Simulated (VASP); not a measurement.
Data:

```xyz
4
Lattice="3.3723 0.0000 0.0000 -1.6862 2.9205 0.0000 0.0000 0.0000 5.8916" Properties=species:S:1:pos:R:3 pbc="T T T"
Hg     0.0000     0.0000     0.0000
Hg     0.0000     0.0000     2.9458
O      0.0000     1.9470     1.4729
O      1.6862     0.9735     4.4187
```

Level of theory: PBEsol GGA, VASP's PBE PAW potentials (set 64) (plane waves; VASP). Settings: 520 eV cut-off, 12×12×6 Γ-centred mesh, tetrahedra with Blöchl corrections, potentials Hg O.

Unless said otherwise, spin-orbit coupling is left out, though it shifts the bands of the heavy elements here.

Problem. Tabulate the total density of states (states/eV per cell) against energy (eV; zero at the valence-band maximum or, without a gap, the Fermi level).

Solution. 
```
E (eV) | DOS (states/eV)
    -9.98 |  0.00
    -9.74 |  0.00
    -9.50 |  0.00
    -9.26 |  0.00
    -9.02 |  0.00
    -8.90 |  0.00
    -8.66 |  0.00
    -8.42 |  0.00
    -8.18 |  0.00
    -7.94 |  0.00
    -7.70 |  0.00
    -7.46 |  0.07
    -7.22 | #### 1.44
    -6.98 | ##### 1.85
    -6.74 | ####### 2.94
    -6.62 | ########### 4.51
    -6.38 | ############################## 12.0
    -6.14 | ########################## 10.5
    -5.90 | ############ 4.71
    -5.66 | ################# 6.87
    -5.42 | ############### 5.87
    -5.18 | ########################### 10.9
    -4.94 | ####################### 9.19
    -4.70 | ########################## 10.5
    -4.46 | #### 1.80
    -4.34 | ### 1.37
    -4.10 |  0.07
    -3.86 | ### 1.23
    -3.62 | ######################### 9.89
    -3.38 | ########### 4.22
    -3.14 | ###### 2.38
    -2.90 | # 0.55
    -2.66 | ### 1.02
    -2.42 | ###### 2.42
    -2.18 | ##### 2.01
    -2.06 | ##### 2.16
    -1.82 | ######## 3.16
    -1.58 | ########## 4.03
    -1.34 | #### 1.56
    -1.10 | ####### 2.66
    -0.86 | ######### 3.57
    -0.62 | ######## 3.20
    -0.38 | ########## 3.95
    -0.14 | ######## 3.39
     0.10 | # 0.31
     0.22 | # 0.21
     0.46 |  0.18
     0.70 | # 0.21
     0.94 | # 0.24
     1.18 | # 0.30
     1.42 | # 0.36
     1.66 | # 0.43
     1.90 | # 0.55
     2.14 | ## 0.71
     2.38 | #### 1.46
     2.50 | #### 1.70
     2.74 | ##### 1.92
     2.98 | ####### 2.74
     3.22 | ##### 2.00
     3.46 | ###### 2.54
```
Within 2 eV below the Fermi level the largest weight inside VASP's projection spheres is O p, then Hg d.

The structure was generated: HgO was put into the NiAs type type (P6_3/mmc), which need not be its known phase. It was relaxed first, which changed the volume by +53 %.
